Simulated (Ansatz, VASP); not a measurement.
# Cross-check of C (Diamond) between VASP and Ansatz

Wanted: the spread between two codes on one cell, functional and k mesh.

Program: Ansatz 0.2.0. Level of theory: plane waves, with VASP 6.6.1 beside it; band structure at r2SCAN-EpsX with an exact-exchange share of 0.172 and band structure at r2SCANh with an exact-exchange share of 0.1. Results are calculated unless marked as measured.

## Step 1: The structure

Symmetry: Fd-3m, No. 227, cubic system. Conventional cell: a = 3.567 Å, b = 3.567 Å, c = 3.567 Å, α = 90.00°, β = 90.00°, γ = 90.00°. Nearest to C lie 4 C at 1.54 Å.

## Step 2: Ansatz: band structure, r2SCAN-EpsX with an exact-exchange share of 0.172

Ansatz runs on its default PAW (the set named soft_2) files.

The same path points are solved in both programs, so levels can be compared one by one.

File input.yaml:

```yaml
crystal:
  lattice:
    - [0.0, 1.78337, 1.78337]
    - [1.78337, 0.0, 1.78337]
    - [1.78337, 1.78337, 0.0]
  atoms:
    - { symbol: C, position: [0.0, 0.0, 0.0] }
    - { symbol: C, position: [0.25, 0.25, 0.25] }
hamiltonian:
  xc: { exchange: r2scan, correlation: r2scan, exx: { coeff: 0.172 } }
  pseudopotentials: { kind: paw }
kpoints:
  mp_grid: { grid: [7, 7, 7] }
  band_path:
    path:
      - [0.0, 0.0, 0.0]
      - [0.4, 0.0, 0.4]
      - [0.5, 0.0, 0.5]
      - [0.5, 0.2, 0.7]
      - [0.4, 0.35, 0.75]
      - [0.15, 0.15, 0.3]
      - [0.2, 0.2, 0.2]
      - [0.55, 0.4, 0.55]
      - [0.6, 0.25, 0.65]
      - [0.5, 0.25, 0.75]
      - [0.5, 0.5, 0.5]
      - [0.375, 0.375, 0.75]
      - [0.5, 0.0, 0.5]
    npoints: 1
scf:
  occupations: { method: gaussian, width: 0.02 }
  n_extra_bands: 7
output:
  forces: true
  stress: true
  eigenvalues: true
```

The run is started by

```bash
ansatz run input.yaml --threads 4 --pin off --max-ram 9216MiB --backend cpu --events-out ev --progress --plain --runs-dir out
```

Numbers of over 12 decimals in the logs are rounded to 6 here.

Log:

```text
Warning: output.stress: scf.convergence.dr2_threshold = 1e-7 eV (the SCF's general default) is looser than the 2e-10 eV advised for a printed stress (1e-10 eV for each atom of the cell: 2). What an SCF threshold leaves in a stress goes as its square root, and in the free energy as the threshold itself, and one threshold admits the most on a small cell: [figures from the program's tests cut] Set scf.convergence.dr2_threshold to 2e-10 eV or tighter. The threshold is an SCF's pass mark: one that does not reach it within its budget of iterations ends unconverged, or closes short of it on a stop that the run arms, and scf.convergence.dr2_threshold's page says what that costs each kind of run
Warning: output.stress: scf.exx.energy_threshold = 1e-6 eV is looser than the 2e-8 eV advised for a stress under a hybrid functional (1e-8 eV for each atom of the cell: 2). Every SCF of the exchange loop can meet its threshold on dr2 while the loop round them stops early: no threshold on dr2 bounds what that leaves in the stress. Set scf.exx.energy_threshold to 2e-8 eV or tighter. The threshold is the loop's pass mark: a loop that does not reach it within its budget of cycles ends unconverged, and scf.exx.energy_threshold's page has the law
scf.n_extra_bands = 7 over 4 filled bands (N_el = 8.0): the run solves 11 bands
Engine: ansatz 0.2.0, aarch64-unknown-linux-gnu
Pseudopotentials: kind: paw
Pseudopotential: C, paw, valence charge 4, recommended cutoff 500 eV (meta_gga), C.paw.azcp
Functional definition: unnamed
  parameter a_1 = 0.172
  exchange = (1 - a_1)*r2scan_x + a_1*exact_x
  correlation = r2scan_c
Crystal: 2 atoms, lattice volume = 11.344 Å³
Basis set: ecut = 500 eV, 283 PW (Γ), exchange–correlation on 80×80×80 points (64 copies of the dense FFT grid, shifted against one another)
Bands: 11, of which v1, the nominal top of the filled ones, is band 4 counted from 1 (3 counted from 0)
Symmetry: 48 space group operations
Space group: Fd-3m (ITA 227), of the structure as read, at distance tolerance 2.2e-5 Å
k-points: 20 of 343
Non-local potential: C, projectors of the file, l = 0: 2, l = 1: 2, l = 2: 1
PAW form: soft (Blöchl's): semilocal exchange-correlation on the pseudo side does not see the compensation charge
PAW frozen core: C, regenerated for the run's functional, and the local potential with it (the file was generated under x = pbe(κ = 0.804, μ = 0.219515), c = pbe(β = 0.066725))
PAW one-centre angular grid: C, 302 points (default); XC on 239 of its mesh's 2573 points in the sphere
Initial density: superposition of atomic densities (neutral atoms: chi_scale 0, normalization atom), corrected by the library's trained network
Initial wavefunctions: pseudopotential atomic-orbital guess
Functional: x = r2scan, c = r2scan; τ floored in thin density (d = 2e-4 eV/Å³), warm-up for x = 0.828 r2scan + 0.172 exact, c = r2scan; τ floored in thin density (d = 2e-4 eV/Å³)
SCF iter   1: F=—  HF=-503.052657 eV  |F-HF|=—  |Δ(HF+E_count)|=         —  Δρ=8.94e-3  dr2=2.42e-3  dr2_τ=3.82e-1  ethr=1.77e-3  ⟨swp⟩=6.0  Hψ=987  notcnv=0
preconditioner: auto → none  [insulator: Δε(μ)=4.430 eV  Ē_g=26.437 eV  σ=0.020 eV  W_gap=1.00  n_scr=0 (ndim 8)  ℏωp=31.2 eV  f_vac=0.000  D(μ)=0.00/eV (n_scr^D=0)]
SCF iter   2: F=-503.108597 eV  HF=-503.108558 eV  |F-HF|=3.92e-5  |Δ(HF+E_count)|=   5.59e-2  Δρ=5.52e-3  dr2=9.60e-4  dr2_τ=5.97e-5  ethr=3.03e-5  ⟨swp⟩=3.8  Hψ=666  notcnv=0  defer=5
SCF 1 stopped early in 2 iterations: F = -503.108597 eV  dr2 = 9.60e-4
  greatest PAW one-centre occupation: 0.658 electrons in one spin orbital (limit 2), on the C atom at site 1 (counted from 0), in its partial waves of l = 0
Initial density: handed on by an earlier stage of this run
Initial wavefunctions: those handed on with the density
Functional: x = 0.828 r2scan + 0.172 exact, c = r2scan; τ floored in thin density (d = 2e-4 eV/Å³)
Frozen-core exchange: fock
SCF iter   1: F=—  HF=-502.985527 eV  |F-HF|=—  |Δ(HF+E_count)|=         —  Δρ=9.23e-3  dr2=3.43e-3  dr2_τ=1.20e-4  ethr=1.20e-4  ⟨swp⟩=3.7  Hψ=669  notcnv=0
preconditioner: auto → none  [insulator: Δε(μ)=5.674 eV  Ē_g=28.421 eV  σ=0.020 eV  W_gap=1.00  n_scr=0 (ndim 8)  ℏωp=31.2 eV  f_vac=0.000  D(μ)=0.00/eV (n_scr^D=0)]
SCF iter   2: F=—  HF=-502.984779 eV  |F-HF|=—  |Δ(HF+E_count)|=   7.48e-4  Δρ=4.27e-3  dr2=6.38e-4  dr2_τ=4.79e-5  ethr=3.89e-5  ⟨swp⟩=2.0  Hψ=428  notcnv=0
iter 3 solved again at ethr=6.32e-8 eV; its pass at ethr=7.65e-6 eV (dr2=5.06e-6 eV) is discarded
SCF iter   3: F=—  HF=-502.985132 eV  |F-HF|=—  |Δ(HF+E_count)|=   3.53e-4  Δρ=4.12e-4  dr2=7.53e-6  dr2_τ=4.16e-7  ethr=6.32e-8  ⟨swp⟩=2.1  Hψ=616  notcnv=0
SCF iter   4: F=-502.985132 eV  HF=-502.985132 eV  |F-HF|=1.28e-8  |Δ(HF+E_count)|=   5.75e-7  Δρ=4.74e-5  dr2=3.74e-7  dr2_τ=3.12e-9  ethr=6.32e-8  ⟨swp⟩=2.0  Hψ=300  notcnv=0
SCF 2 stopped early in 4 iterations: F = -502.985132 eV  dr2 = 3.74e-7
  greatest PAW one-centre occupation: 0.657 electrons in one spin orbital (limit 2), on the C atom at site 1 (counted from 0), in its partial waves of l = 0
hybrid outer 1: dexx = +4.322e-4 eV, tail = 1.22e-6 eV
Frozen-core exchange: fock
SCF iter   1: F=—  HF=-502.985134 eV  |F-HF|=—  |Δ(HF+E_count)|=         —  Δρ=2.12e-5  dr2=3.15e-8  dr2_τ=1.69e-9  ethr=7.64e-8  ⟨swp⟩=4.2  Hψ=598  notcnv=0
preconditioner: auto → none  [insulator: Δε(μ)=5.713 eV  Ē_g=28.421 eV  σ=0.020 eV  W_gap=1.00  n_scr=0 (ndim 8)  ℏωp=31.2 eV  f_vac=0.000  D(μ)=0.00/eV (n_scr^D=0)]
SCF iter   2: F=-502.985134 eV  HF=-502.985134 eV  |F-HF|=6.33e-10  |Δ(HF+E_count)|=   3.09e-9  Δρ=3.79e-6  dr2=1.46e-9  dr2_τ=7.75e-11  ethr=2.99e-10  ⟨swp⟩=3.0  Hψ=342  notcnv=0
SCF 3 converged in 2 iterations: F = -502.985134 eV  dr2 = 1.46e-9
  Residual-converged pass: ⟨swp⟩=3.0  Hψ=338  notcnv=0  max |occ|·‖R‖ = 1.9e-6 eV (tolerance 2.4e-6 eV)  dr2=1.46e-9  dr2_τ=7.72e-11  dr2_onsite=5.30e-11  max |Δocc| = 0.0e0
hybrid outer 2: dexx = +1.285e-8 eV, tail = 3.25e-9 eV, Δε = 6.18e-4 eV (about 4.45e-5 eV left of the loop's levels)
NSCF: frozen V_eff on 13 k-points
hybrid SCF converged: 2 outer / 6 inner (+2 warm-up), last move |dexx| = 1.28e-8 eV, tail = 3.25e-9 eV
Stability not checked: this state was not tested for a lower state beside it, because the functional holds exact exchange (a hybrid, or Hartree-Fock), whose exchange loop this test does not read (fock_operator; see scf.lower_state_search)
Free energy (F): -502.985134 eV
Frozen-core exchange: fock
Harris-Foulkes:  -502.985134 eV  (|F-HF|=6.33e-10)
Internal energy: -502.985134 eV  (E = F + TS)
E sigma→0 (E₀):  -502.985134 eV
Fermi energy:    15.501964 eV
--- Per-component energies (eV) ---
  E_band       = 21.093129
  E_kinetic    = 183.935763
  E_local      = -120.355221  (includes V_loc(G=0)·N_el)
  E_nonlocal   = 52.017259
  E_hartree    = 26.511842
  E_xc         = -81.047591
  E_vxc        = -110.586794  (∫ρ·V_xc dr)
  E_exx        = -14.882233  (= α·E_x^exact, valence–valence)
  E_paw        = -201.140231  (= ΣΔE_a)
  E_vpaw       = -12.363927  (= ΣTr[D̂ρ^β])
  E_aug_tail   = 0.000008  (compensation charges beyond the density's cutoff)
  E_vtau       = 5.186728  (kinetic-family band-sum trace: ∫τ·v_τ [+ j·A + Jᵃ·Aᵃ] dr)
  E_ewald      = -347.961363
  E_core_change = -0.063367  (= ΣΔE_core)
  E_smearing   = -0.000000  (= −TS)
  E_closure    = 0.000000  (closes the sum)
  Σ components = -502.985134   (vs F -502.985134, Δ=-5.68e-14)
--- Forces (eV/Å), atoms counted from 1 ---
  atom   1  C      0.00000000    -0.00000000     0.00000000
  atom   2  C     -0.00000000    -0.00000000    -0.00000000
  max |Σ_I F_I| component: 9.25e-17 eV/Å
--- Stress (GPa, compression-positive) ---
       -7.928982      -0.000000       0.000000
       -0.000000      -7.928982      -0.000000
       -0.000000      -0.000000      -7.928982
  P = ⅓ Tr σ = -7.9290 GPa (-79.290 kbar)
--- Band table (eV; the first three rows and the last of 20) ---
  k-point 0: bands = [-11.1869, 12.6452, 12.6452, 12.6452, 19.8649, 19.8649, 19.8649, 28.0971, ... 3 higher]
  k-point 1: bands = [-10.5730, 9.3253, 11.7524, 11.7524, 21.0446, 21.0446, 21.4894, 28.7030, ... 3 higher]
  k-point 2: bands = [-8.7583, 3.9374, 10.3970, 10.3970, 22.5867, 22.5867, 22.7584, 30.0790, ... 3 higher]
  k-point 19: bands = [-2.0141, -0.1216, 2.6093, 5.3672, 22.5989, 26.5919, 27.7919, 28.6659, ... 3 higher]
```

Elapsed: 7.7 s, on 4 threads of Arm Neoverse V2, shared host; peak memory 0.49 GiB.

Reading the cycles: dr2 is the Hartree energy of the density residual (eV), the measure of convergence; HF is the Harris–Foulkes estimate of the energy, which meets the free energy F at convergence.

## Step 3: VASP: band structure, r2SCAN-EpsX with an exact-exchange share of 0.172

The same cell, functional, mesh and smearing now go to VASP, with its own data sets and cutoff.

Lines of VASP's logs that name or quote its potential files are left out, and so is its time.

The run reads the wave functions of an earlier VASP run, which isn't shown here.

File INCAR:

```
SYSTEM = C
PREC = Accurate
ENCUT = 520
EDIFF = 1E-06
NELM = 100
ISMEAR = 0
SIGMA = 0.02
LREAL = .FALSE.
ALGO = Normal
LHFCALC = .TRUE.
AEXX = 0.172
METAGGA = R2SCAN
LASPH = .TRUE.
NBANDS = 10
PRECFOCK = Fast
HFRCUT = -1
LORBIT = 11
LWAVE = .FALSE.
LCHARG = .FALSE.
KPAR = 4
```

File POSCAR:

```
C
1.0
    0.0000000000      1.7833700000      1.7833700000
    1.7833700000      0.0000000000      1.7833700000
    1.7833700000      1.7833700000      0.0000000000
C
2
Direct
    0.0000000000      0.0000000000      0.0000000000
    0.2500000000      0.2500000000      0.2500000000
```

File KPOINTS:

```
Automatic mesh
0
Gamma
7 7 7
0 0 0
```

File KPOINTS_OPT:

```
Line mode
6
Line-mode
Reciprocal
  0.00000000   0.00000000   0.00000000 GAMMA
  0.50000000   0.00000000   0.50000000 X

  0.50000000   0.00000000   0.50000000 X
  0.50000000   0.25000000   0.75000000 W

  0.50000000   0.25000000   0.75000000 W
  0.37500000   0.37500000   0.75000000 K

  0.37500000   0.37500000   0.75000000 K
  0.00000000   0.00000000   0.00000000 GAMMA

  0.00000000   0.00000000   0.00000000 GAMMA
  0.50000000   0.50000000   0.50000000 L

  0.50000000   0.50000000   0.50000000 L
  0.62500000   0.25000000   0.62500000 U

  0.62500000   0.25000000   0.62500000 U
  0.50000000   0.25000000   0.75000000 W

  0.50000000   0.25000000   0.75000000 W
  0.50000000   0.50000000   0.50000000 L

  0.50000000   0.50000000   0.50000000 L
  0.37500000   0.37500000   0.75000000 K

  0.62500000   0.25000000   0.62500000 U
  0.50000000   0.00000000   0.50000000 X
```

Potentials, in the order of the species: C (PBE family, release 64).

The run is started by

```bash
mpirun -np 4 vasp_std
```

Log:

```text
[banner, memory and clock lines left out]
running    4 mpi-ranks, on    1 nodes
 distrk:  each k-point on    1 cores,    4 groups
 distr:  one band on    1 cores,    1 groups

 POSCAR found type information on POSCAR C
 POSCAR found :  1 types and       2 ions
|                                                                             |
|               ----> ADVICE to this user running VASP <----                  |
|                                                                             |
|     You enforced a specific xc type in the INCAR file but a different       |
|     [... a line on the potential file left out ...]
|     I HOPE YOU KNOW WHAT YOU ARE DOING!                                     |
|                                                                             |

 LDA part: xc-table for (None), standard interpolation
 found WAVECAR, reading the header
 POSCAR, INCAR and KPOINTS ok, starting setup
 FFT: planning ... GRIDC
 FFT: planning ... GRID_SOFT
 FFT: planning ... GRID
 HFRCUT set to (new)   9.757082
 reading WAVECAR
 the WAVECAR file was read successfully
 initial charge from wavefunction
 entering main loop
       N       E                     dE             d eps       ncg     rms          rms(c)
DAV:   1    -0.220641830012E+02   -0.22064E+02   -0.43632E-01   418   0.609E+00    0.995E-01
DAV:   2    -0.220649908701E+02   -0.80787E-03   -0.27870E-03   428   0.459E-01    0.605E-01
DAV:   3    -0.220647910105E+02    0.19986E-03   -0.20956E-04   420   0.121E-01    0.363E-01
DAV:   4    -0.220647484635E+02    0.42547E-04   -0.50848E-05   416   0.627E-02    0.220E-01
DAV:   5    -0.220647379285E+02    0.10535E-04   -0.12708E-05   426   0.316E-02    0.134E-01
DAV:   6    -0.220647354400E+02    0.24885E-05   -0.34257E-06   436   0.169E-02    0.816E-02
DAV:   7    -0.220647349916E+02    0.44837E-06   -0.91382E-07   282   0.906E-03
   1 F= -.22064735E+02 E0= -.22064735E+02  d E =-.298002E-56
 Start KPOINTS_OPT (optional k-point list driver)
k-point batch [1-20\60]
       N       E                     dE             ncg
DAV:   1     0.226484159779E+03   -0.84311E+04      400
DAV:   2    -0.183288715822E+03   -0.40977E+03      514
DAV:   3    -0.199975404226E+03   -0.16687E+02      492
DAV:   4    -0.200109223636E+03   -0.13382E+00      440
DAV:   5    -0.200110206849E+03   -0.98321E-03      446
DAV:   6    -0.200110207852E+03   -0.10031E-05      452
DAV:   7    -0.200110207853E+03   -0.96520E-09      358
[...]
k-point batch [41-60\60]
       N       E                     dE             ncg
DAV:   1     0.132500453754E+03   -0.88847E+04      416
DAV:   2    -0.246489793099E+03   -0.37899E+03      516
DAV:   3    -0.255612493718E+03   -0.91227E+01      492
DAV:   4    -0.255669537311E+03   -0.57044E-01      480
DAV:   5    -0.255669630170E+03   -0.92859E-04      464
DAV:   6    -0.255669630263E+03   -0.93138E-07      468
```

From OUTCAR (step 3):

```text
ion  position               nearest neighbor table
   1  0.000  0.000  0.000-   2 1.54   2 1.54   2 1.54   2 1.54
   2  0.250  0.250  0.250-   1 1.54   1 1.54   1 1.54   1 1.54

  LATTYP: Found a face centered cubic cell.
 ALAT       =     3.5667400000

 Subroutine GETGRP returns: Found 48 space group operations
 (whereof 24 operations were pure point group operations)

The static configuration has the point symmetry T_d .
 The point group associated with its full space group is O_h .

 Found     20 irreducible k-points:

   k-points           NKPTS =     20   k-points in BZ     NKDIM =    343   number of bands    NBANDS=     10

   dimension x,y,z NGX =    20 NGY =   20 NGZ =   20
   dimension x,y,z NGXF=    40 NGYF=   40 NGZF=   40

   ENCUT  =  520.0 eV  38.22 Ry    6.18 a.u.   4.69  4.69  4.69*2*pi/ulx,y,z

   NELECT =       8.0000    total number of electrons

 k-points in reciprocal lattice and weights: Automatic mesh
   0.00000000  0.00000000  0.00000000       0.003
   0.14285714  0.00000000  0.00000000       0.023
   0.28571429  0.00000000  0.00000000       0.023
   0.42857143  0.00000000  0.00000000       0.023
   0.14285714  0.14285714  0.00000000       0.017
   0.28571429  0.14285714  0.00000000       0.070
   0.42857143  0.14285714  0.00000000       0.070
  -0.42857143  0.14285714  0.00000000       0.070
  -0.28571429  0.14285714  0.00000000       0.070
[...]
-0.42857143  0.42857143  0.14285714       0.070
  -0.28571429  0.42857143  0.14285714       0.070

  exchange ACFDT corr.  =         0.00000000  see jH, gK, PRB 81, 115126

 average (electrostatic) potential at core
       1 -44.1626       2 -44.1626

 E-fermi :   9.2894

 k-point     1 :       0.0000    0.0000    0.0000
  band No.  band energies     occupation
      1     -14.7893      2.00000
      2       9.0694      2.00000
      3       9.0694      2.00000
      4       9.0694      2.00000
      5      16.2461      0.00000
      6      16.2461      0.00000
      7      16.2461      0.00000
      8      24.5638      0.00000
      9      30.7888      0.00000
    ...

 k-point     2 :       0.1429    0.0000    0.0000
  band No.  band energies     occupation
      1     -14.1721      2.00000
      2       5.7416      2.00000
      3       8.1712      2.00000
      4       8.1712      2.00000
      5      17.4310      0.00000
      6      17.4310      0.00000
      7      17.8897      0.00000
      8      25.1590      0.00000
      9      31.7058      0.00000
    ...

 k-point     3 :       0.2857    0.0000    0.0000
  band No.  band energies     occupation
      1     -12.3566      2.00000
      2       0.3449      2.00000
      3       6.8133      2.00000
      4       6.8133      2.00000
      5      18.9754      0.00000
      6      18.9754      0.00000
      7      19.1779      0.00000
      8      26.5109      0.00000
      9      32.4934      0.00000
    ...

  energy-cutoff  :      520.00
  volume of cell :       11.34
      direct lattice vectors                 reciprocal lattice vectors
     0.000000000  1.783370000  1.783370000    -0.280368067  0.280368067  0.280368067
     1.783370000  0.000000000  1.783370000     0.280368067 -0.280368067  0.280368067
     1.783370000  1.783370000  0.000000000     0.280368067  0.280368067 -0.280368067

 POSITION                                       TOTAL-FORCE (eV/Angst)
 -----------------------------------------------------------------------------------
      0.00000      0.00000      0.00000         0.000000      0.000000      0.000000
      0.89168      0.89168      0.89168        -0.000000     -0.000000     -0.000000
 -----------------------------------------------------------------------------------
    total drift:                               -0.000000      0.000000      0.000000

  FREE ENERGIE OF THE ION-ELECTRON SYSTEM (eV)
  ---------------------------------------------------
  free  energy   TOTEN  =       -22.0647349916 eV

  energy  without entropy=      -22.0647349916  energy(sigma->0) =      -22.06473499

 total charge
# of ion       s       p       d       tot
------------------------------------------
    1        0.845   1.738   0.000   2.583
    2        0.845   1.738   0.000   2.583
--------------------------------------------------
tot          1.690   3.475   0.000   5.166

[... 3 further parts left out ...]
```

## Step 4: Differences

Known differences besides the potentials themselves: exact exchange at q = 0 is treated differently, which shows on coarse meshes; VASP keeps PBE cores, Ansatz makes them for the functional; the cutoff is 500 eV in Ansatz and 520 eV in VASP; VASP takes a coarser grid for exact exchange (PRECFOCK = Fast). Total energies have different zeros and are not compared.

Both answers:

| quantity | Ansatz | VASP | difference |
| --- | --- | --- | --- |
| gap over the path points (eV) | 5.616 | 5.592 | +0.024 |

Levels at points of the path, from each program's valence-band top (eV; 3 filled, then empty):

| k (reciprocal lattice) | Ansatz | VASP |
| --- | --- | --- |
| 0.000 0.000 0.000 | 0.00 0.00 0.00 7.22 7.22 7.22 | 0.00 0.00 0.00 7.18 7.18 7.18 |
| 0.400 0.000 0.400 | -10.65 -6.59 -6.59 5.62 7.79 18.49 | -10.66 -6.60 -6.60 5.59 7.78 18.46 |
| 0.500 0.000 0.500 | -14.31 -6.99 -6.99 6.24 6.24 19.78 | -14.33 -7.00 -7.00 6.22 6.22 19.75 |
| 0.500 0.200 0.700 | -13.60 -8.93 -8.93 11.30 11.30 15.91 | -13.62 -8.95 -8.95 11.29 11.29 15.89 |
| 0.400 0.350 0.750 | -13.15 -10.18 -6.21 7.59 12.82 16.78 | -13.17 -10.19 -6.22 7.57 12.81 16.75 |
| 0.150 0.150 0.300 | -5.65 -4.62 -1.25 9.09 10.40 10.73 | -5.66 -4.64 -1.25 9.04 10.38 10.72 |
| 0.200 0.200 0.200 | -5.45 -1.47 -1.47 9.13 9.13 9.50 | -5.46 -1.48 -1.48 9.09 9.09 9.48 |
| 0.550 0.400 0.550 | -14.23 -5.51 -4.01 9.30 12.17 12.83 | -14.25 -5.52 -4.02 9.28 12.14 12.83 |
| 0.600 0.250 0.650 | -13.15 -10.18 -6.21 7.59 12.82 16.78 | -13.17 -10.19 -6.22 7.57 12.81 16.75 |
| 0.500 0.250 0.750 | -13.50 -9.14 -9.14 12.68 12.68 14.58 | -13.52 -9.16 -9.16 12.66 12.66 14.57 |

Among the levels compared at these points, filled levels agree within 18 meV and empty ones within 43 meV.

[end of part 1 of 2]

[Lines on the potential files, build, host, timing and source positions are cut from VASP's logs without a mark.]

[Logs are printed without paths, hosts, clocks, repeated set-up lines and the standing remarks that a program may print on its own settings, such as how far it seeks lower states.]

[Hosts, paths, dates, database ids (printed as entryN), source tags and the programs' standing remarks are cut or masked in the printed files.]
